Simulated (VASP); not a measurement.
```yaml
crystal:
  lattice:
    - [1.60010, -2.77146, 0.00000]
    - [1.60010, 2.77146, 0.00000]
    - [0.00000, 0.00000, 5.21873]
  atoms:
    - { symbol: Ga, position: [0.66667, 0.33333, 0.50025] }
    - { symbol: Ga, position: [0.33333, 0.66667, 0.00025] }
    - { symbol: N, position: [0.66667, 0.33333, 0.87675] }
    - { symbol: N, position: [0.33333, 0.66667, 0.37675] }
```

Method: PBE GGA with D3 dispersion (zero damping), VASP's PBE PAW potentials (set 64) (plane waves; VASP). Run with 520 eV cut-off, 9×9×5 Γ-centred mesh, tetrahedra with Blöchl corrections, potentials Ga_d N.

Question: What does the run give for the energy per atom (σ→0), band gap (on the k-mesh) with the smallest direct gap where there is one?

Answer: 
```
Property                                     Result
-----------------------------------  --------------
band gap (on the k-mesh)                    1.82 eV
smallest direct gap (on the k-mesh)         1.82 eV
energy per atom (σ→0)                -6.251 eV/atom
```

Only differences to runs with the same potentials and settings are physical.

The compound is GaN in the wurtzite structure. It was relaxed first.
